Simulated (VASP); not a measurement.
VASP ran on this input.

**POSCAR**
```
Bi2TeSe2
9.7123330
  0.2153447581   0.1243293450   1.0000000000
 -0.2153447581   0.1243293450   1.0000000000
  0.0000000000  -0.2486586899   1.0000000000
Bi Se Te
2 2 1
direct
  0.3980600000   0.3980600000   0.3980600000
  0.6019400000   0.6019400000   0.6019400000
  0.2116000000   0.2116000000   0.2116000000
  0.7884000000   0.7884000000   0.7884000000
  0.0000000000   0.0000000000   0.0000000000
```

INCAR:
```
! general
SYSTEM   =  Bi2TeSe2
PREC     =  Accurate
ENCUT    =  300
LREAL    =  .FALSE.   ! projection in real space or not
LASPH    =  .TRUE.   ! aspherical one-centre terms

! electronic loop
EDIFF    =  1E-6
NELM     =  100
ALGO     =  Normal   ! blocked Davidson
LMAXMIX  =  4   ! l cut-off of mixed one-centre charges

! smearing
ISMEAR   =  -1
SIGMA    =  0.1   ! width (eV)

! ions
ISIF     =  2

! output
LWAVE    =  .FALSE.
LCHARG   =  .FALSE.
```

### KPOINTS
```
Automatic mesh
0
Gamma
4 4 4
0 0 0
```

POTCAR, in this order: Bi_d Se Te (LDA.64 set). Program: vasp_std.

Write an equivalent input for Ansatz.

One equivalent input (not run):
Ansatz 0.2 input:
```yaml
crystal:
  lattice:
    - [2.0915000, 1.2075280, 9.7123330]
    - [-2.0915000, 1.2075280, 9.7123330]
    - [0.0000000, -2.4150560, 9.7123330]
  atoms:
    - { symbol: Bi, position: [0.3980600, 0.3980600, 0.3980600] }
    - { symbol: Bi, position: [0.6019400, 0.6019400, 0.6019400] }
    - { symbol: Se, position: [0.2116000, 0.2116000, 0.2116000] }
    - { symbol: Se, position: [0.7884000, 0.7884000, 0.7884000] }
    - { symbol: Te, position: [0.0000000, 0.0000000, 0.0000000] }
kpoints:
  mp_grid: { grid: [4, 4, 4] }
hamiltonian:
  xc: lda
  pseudopotentials: { kind: paw }
scf:
  occupations: { method: fermi_dirac, width: 0.1 }
  max_iter: 100
output: { forces: true, stress: true, eigenvalues: true }
```
The two are equivalent in intent, not identical: each code has its own PAW files, so the cut-off isn't converted (ENCUT is set for VASP's; basis.ecutwfc is left out, and Ansatz then takes the one that its files recommend); Ansatz stops its SCF on the density residual and VASP on the energy change (EDIFF); Ansatz's lda is the Perdew-Wang form, while the LDA potentials of VASP carry Perdew-Zunger's.

The structure comes from a measured Bi2TeSe2 entry of the Crystallography Open Database, whose conditions weren't checked. The cell was not relaxed at this level. The k-mesh is coarse (spacing up to 0.44 per Å, 2π included), so the numbers may not be converged in it.
